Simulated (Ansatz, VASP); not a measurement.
# ScB2N3: VASP beside Ansatz

INCAR

```
SYSTEM = ScB2N3
PREC = Accurate
ENCUT = 520
EDIFF = 1E-7
ISMEAR = 0
SIGMA = 0.1
LREAL = .FALSE.
LASPH = .TRUE.
NELM = 100
ALGO = Normal
ISIF = 2
LWAVE = .FALSE.
LCHARG = .FALSE.
GGA = PE
NBANDS = 25
```

The input KPOINTS:

```
Automatic mesh
0
G
  6 6 6
  0 0 0
```

Contents of POSCAR:

```
ScB2N3
1.0
    2.1759222500      1.2562693000      4.3741266700
   -2.1759222500      1.2562693000      4.3741266700
    0.0000000000     -2.5125385900      4.3741266700
Sc B N
1 2 3
Direct
    0.5000000000      0.5000000000      0.5000000000
    0.6356566300      0.6356566300      0.6356566300
    0.3643433700      0.3643433700      0.3643433700
    0.5000000000      0.5000000000      0.0000000000
    0.0000000000      0.5000000000      0.5000000000
    0.5000000000      0.0000000000      0.5000000000
```

Input for Ansatz:

```yaml
crystal:
  lattice:
    - [2.17592225, 1.2562693, 4.37412667]
    - [-2.17592225, 1.2562693, 4.37412667]
    - [0.0, -2.51253859, 4.37412667]
  atoms:
    - { symbol: Sc, position: [0.5, 0.5, 0.5] }
    - { symbol: B, position: [0.63565663, 0.63565663, 0.63565663] }
    - { symbol: B, position: [0.36434337, 0.36434337, 0.36434337] }
    - { symbol: "N", position: [0.5, 0.5, 0.0] }
    - { symbol: "N", position: [0.0, 0.5, 0.5] }
    - { symbol: "N", position: [0.5, 0.0, 0.5] }
basis:
  ecutwfc: 420
kpoints:
  mp_grid: { grid: [6, 6, 6] }
hamiltonian:
  xc: pbe
scf:
  occupations: { method: gaussian, width: 0.1 }
  lower_state_search: "off"
output:
  forces: true
  stress: true
  eigenvalues: true
```

Alike in both runs: task single point; functional PBE; k mesh 6 × 6 × 6; occupations gaussian, width 0.1 eV; no spin polarisation.

```csv
,VASP,Ansatz
version,VASP 6.6.1,Ansatz 0.2.0
potentials or method,"VASP PAW PBE potentials, release 64 (Sc_sv, B, N)","scalar-relativistic, plane waves, PAW"
plane-wave cutoff (eV),520,420
valence electrons in the cell,32,32
```

|  | VASP | Ansatz | Ansatz less VASP |
| --- | --- | --- | --- |
| gap on the k mesh at the Fermi level (eV) | none | none | - |
| rms of the force components (eV/Å) | 2.344 | 2.325 | -0.0193 |

Atom by atom the forces differ by 0.019 eV/Å (rms over components). A gap of «none» marks a metal or a gap that the smearing closes. With one functional, cell and mesh, what is left measures potentials, basis and numerics.

Caveats: forces of over 1 eV/Å show positions far from the minimum, so gaps and moduli don't describe the material at rest.
